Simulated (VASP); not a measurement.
All values below come from optB86b-vdW, VASP's PBE PAW potentials (set 64) (plane waves; VASP).

VASP input:

INCAR:
```
ENCUT  =  520   # plane-wave cut-off (eV)
PREC  =  Accurate
ALGO  =  Normal
AGGAC  =  0.0
LWAVE  =  .FALSE.
LMAXMIX  =  6
IBRION  =  2
NSW  =  60   # most ionic steps
GGA  =  MK
SIGMA  =  0.05   # width (eV)
SYSTEM  =  HgTe
LUSE_VDW  =  .TRUE.
EDIFFG  =  -0.01   # ionic stop
PARAM2  =  1.0
EDIFF  =  1E-6   # SCF stop (eV)
ISMEAR  =  0   # Gaussian
NELM  =  100
LCHARG  =  .FALSE.
ISIF  =  3
PARAM1  =  0.1234
LREAL  =  .FALSE.   # projection in real space or not
LASPH  =  .TRUE.
```

**KPOINTS**
```
Automatic mesh
0
Gamma
7 7 7
0 0 0
```

POSCAR:
```
HgTe
1
    0.0000000000     3.2300000000     3.2300000000
    3.2300000000     0.0000000000     3.2300000000
    3.2300000000     3.2300000000     0.0000000000
Hg Te
1 1
Direct
  0.0000000000   0.0000000000   0.0000000000
  0.2500000000   0.2500000000   0.2500000000
```

POTCAR, in this order: Hg Te (PBE.64 set). Program: vasp_std.

The run wrote:

### OUTCAR
```
 ion  position               nearest neighbor table
   1  0.000  0.000  0.000-   2 2.80   2 2.80   2 2.80   2 2.80
   2  0.250  0.250  0.250-   1 2.80   1 2.80   1 2.80   1 2.80
  LATTYP: Found a face centered cubic cell.
 ALAT       =     6.4600000000
 Subroutine PRICEL returns:
 Original cell was already a primitive cell.
 Subroutine GETGRP returns: Found 24 space group operations
The static configuration has the point symmetry T_d .
The dynamic configuration has the point symmetry T_d .
 Subroutine INISYM returns: Found 24 space group operations
 Subroutine IBZKPT returns following result:
 Found     20 irreducible k-points:

 Following reciprocal coordinates:
            Coordinates               Weight
  0.000000  0.000000  0.000000      1.000000
  0.142857  0.000000  0.000000      8.000000
  0.285714  0.000000  0.000000      8.000000
  0.428571  0.000000  0.000000      8.000000
  0.142857  0.142857  0.000000      6.000000
  0.285714  0.142857  0.000000     24.000000
  0.428571  0.142857  0.000000     24.000000
 -0.428571  0.142857  0.000000     24.000000
 -0.285714  0.142857  0.000000     24.000000
...
```

OSZICAR:
```
       N       E                     dE             d eps       ncg     rms          rms(c)
DAV:   1     0.114632162815E+03    0.11463E+03   -0.83374E+03   520   0.121E+03
DAV:   2     0.523721996278E+01   -0.10939E+03   -0.10412E+03   575   0.266E+02
DAV:   3     0.803212026920E+00   -0.44340E+01   -0.44147E+01   615   0.564E+01
DAV:   4     0.760320917305E+00   -0.42891E-01   -0.42883E-01   716   0.514E+00
DAV:   5     0.760110957597E+00   -0.20996E-03   -0.20996E-03   633   0.307E-01    0.789E+00
DAV:   6     0.972245901547E+00    0.21213E+00   -0.52448E-01   600   0.108E+01    0.626E+00
DAV:   7     0.979418611150E+00    0.71727E-02   -0.11444E-01   585   0.269E+00    0.224E+00
DAV:   8     0.980469012987E+00    0.10504E-02   -0.11596E-02   535   0.148E+00    0.636E-01
DAV:   9     0.980510706870E+00    0.41694E-04   -0.82799E-04   600   0.365E-01    0.136E-01
DAV:  10     0.980491913564E+00   -0.18793E-04   -0.93539E-05   608   0.102E-01    0.524E-02
DAV:  11     0.980481880368E+00   -0.10033E-04   -0.30037E-05   545   0.529E-02    0.355E-02
DAV:  12     0.980483633189E+00    0.17528E-05   -0.45793E-06   585   0.219E-02    0.173E-02
DAV:  13     0.980483661904E+00    0.28715E-07   -0.28650E-07   290   0.384E-03
   1 F= 0.98048366E+00 E0= 0.98059610E+00  d E =0.980484E+00
       N       E                     dE             d eps       ncg     rms          rms(c)
DAV:   1     0.235830446979E-01   -0.95690E+00   -0.19850E+01   545   0.560E+01    0.947E+00
DAV:   2     0.835102555531E+00    0.81152E+00   -0.19890E+00   535   0.207E+01    0.319E+00
DAV:   3     0.930356422938E+00    0.95254E-01   -0.21848E-01   555   0.481E+00    0.307E+00
DAV:   4     0.951407896931E+00    0.21051E-01   -0.29810E-02   550   0.111E+00    0.804E-01
DAV:   5     0.953149033432E+00    0.17411E-02   -0.37301E-03   560   0.666E-01    0.456E-01
DAV:   6     0.953195204791E+00    0.46171E-04   -0.50560E-04   525   0.191E-01    0.233E-01
DAV:   7     0.953257045530E+00    0.61841E-04   -0.27068E-04   585   0.201E-01    0.202E-02
DAV:   8     0.953249336088E+00   -0.77094E-05   -0.34628E-05   560   0.554E-02    0.205E-02
DAV:   9     0.953248509657E+00   -0.82643E-06   -0.21933E-06   567   0.119E-02
   2 F= 0.95324851E+00 E0= 0.95336095E+00  d E =-.272352E-01
       N       E                     dE             d eps       ncg     rms          rms(c)
DAV:   1     0.885014912673E+00   -0.68234E-01   -0.13179E+00   565   0.139E+01    0.182E+00
DAV:   2     0.943574406665E+00    0.58559E-01   -0.15787E-01   550   0.592E+00    0.577E-01
DAV:   3     0.949123015812E+00    0.55486E-02   -0.17360E-02   540   0.124E+00    0.563E-01
DAV:   4     0.949902505039E+00    0.77949E-03   -0.19340E-03   550   0.379E-01    0.937E-02
DAV:   5     0.949970805674E+00    0.68301E-04   -0.28946E-04   553   0.218E-01    0.929E-02
DAV:   6     0.949966329138E+00   -0.44765E-05   -0.59220E-05   545   0.787E-02    0.373E-02
DAV:   7     0.949969756721E+00    0.34276E-05   -0.12203E-05   565   0.445E-02    0.703E-03
DAV:   8     0.949969404019E+00   -0.35270E-06   -0.97177E-07   370   0.859E-03
   3 F= 0.94996940E+00 E0= 0.95008184E+00  d E =-.305143E-01
```

OUTCAR:
```
------------------------ aborting loop because EDIFF is reached ----------------------------------------
  FORCE on cell =-STRESS in cart. coord.  units (eV):
  Direction    XX          YY          ZZ          XY          YZ          ZX
  --------------------------------------------------------------------------------------
  Total        0.0027199      0.0027199      0.0027199      0.0000000      0.0000000      0.0000000
  in kB        0.0610298      0.0610298      0.0610298      0.0000000      0.0000000      0.0000000
  external PRESSURE =       0.0610298 kB  Pullay stress =       0.0000000 kB
  volume of cell :       71.40
      direct lattice vectors                 reciprocal lattice vectors
     0.000000000  3.292769802  3.292769802    -0.151847845  0.151847845  0.151847845
     3.292769802 -0.000000000  3.292769802     0.151847845 -0.151847845  0.151847845
     3.292769802  3.292769802 -0.000000000     0.151847845  0.151847845 -0.151847845
 POSITION                                       TOTAL-FORCE (eV/Angst)
 -----------------------------------------------------------------------------------
      0.00000      0.00000      0.00000        -0.000000     -0.000000     -0.000000
      1.64638      1.64638      1.64638         0.000000      0.000000      0.000000
 -----------------------------------------------------------------------------------
    total drift:                                0.000000      0.000000      0.000000
  FREE ENERGIE OF THE ION-ELECTRON SYSTEM (eV)
  ---------------------------------------------------
  free  energy   TOTEN  =         0.9499694040 eV

  energy  without entropy=        0.9501942762  energy(sigma->0) =        0.95008184

 reached required accuracy - stopping structural energy minimisation
```
(Selected blocks of OUTCAR.)

CONTCAR:
```
HgTe
   1.00000000000000
     0.0000000000000000    3.2927698023687970    3.2927698023687970
     3.2927698023687970   -0.0000000000000000    3.2927698023687970
     3.2927698023687970    3.2927698023687970   -0.0000000000000000
  Hg              Te
     1     1
Direct
     0.0000000000000000    0.0000000000000000    0.0000000000000000
     0.2500000000000000    0.2500000000000000    0.2500000000000000
```

Energy and stress use the plane-wave basis of the starting cell.

The compound is HgTe in the zinc blende structure. This run relaxes it. Symmetry was kept, so distortions that lower it aren't found.
